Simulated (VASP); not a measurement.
These are PBEsol GGA, VASP's PBE PAW potentials (set 64) (plane waves; VASP) values and carry that method's errors.

A VASP calculation is set up with these files.

INCAR:
```
# general
SYSTEM=SiC(110) slab
PREC  =Normal
ENCUT =450
LREAL =F   # projection in real space or not
LASPH =T

# electronic loop
EDIFF =1E-6   # SCF stop (eV)
NELM  =100   # most electronic steps
NELMIN=4
ALGO  =Normal

# smearing
ISMEAR=0
SIGMA =0.05

# functional
GGA   =PS   # PBEsol

# output
LWAVE =F
LCHARG=F
LORBIT=11   # lm-projected
LVHAR =T

# other
LDIPOL=T
IDIPOL=3
DIPOL =0.5 0.5 0.5
```

**POSCAR**
```
SiC(110) slab
1.0
  4.3600000000   0.0000000000   0.0000000000
  0.0000000000   3.0829860000   0.0000000000
  0.0000000000   0.0000000000  24.2489570000
Si C
6 6
Cartesian
  4.1750242057   0.0000000000  15.7246827185
  2.2102957155   1.5414930000  14.4895504226
  0.0231603863   0.0000000000  12.8801962337
  2.2031603863   1.5414930000  11.3687607663
  0.0302957155   0.0000000000   9.7594065774
  1.9950242057   1.5414930000   8.5242742815
  1.1465270521   0.0000000000  14.4487984961
  3.3232275384   1.5414930000  15.9716361213
  1.1117651017   0.0000000000  11.3485396799
  3.2917651017   1.5414930000  12.9004173201
  1.1432275384   0.0000000000   8.2773208787
  3.3265270521   1.5414930000   9.8001585039
```

**KPOINTS**
```
K-points
0
G
 5 7 1
```

POTCAR, in this order: Si C (PBE.64 set). Program: vasp_std. Read from the step before: WAVECAR.

Q: What does the run give for the energy per atom (σ→0)?

A: 
* **energy per atom (σ→0)**: -7521 meV/atom

### OSZICAR
```
       N       E                     dE             d eps       ncg     rms          rms(c)
DAV:   1    -0.902546791692E+02   -0.90255E+02   -0.87617E-06  1066   0.137E-02    0.257E-03
DAV:   2    -0.902546788567E+02    0.31249E-06   -0.10987E-06   603   0.649E-03    0.143E-03
DAV:   3    -0.902546788206E+02    0.36108E-07   -0.51538E-07   519   0.380E-03    0.682E-04
DAV:   4    -0.902546788474E+02   -0.26800E-07   -0.97816E-08   477   0.202E-03
   1 F= -.90254679E+02 E0= -.90254679E+02  d E =-.245808E-14
```

The cell is a thin slab with vacuum, built from SiC (zinc blende): (110) face.
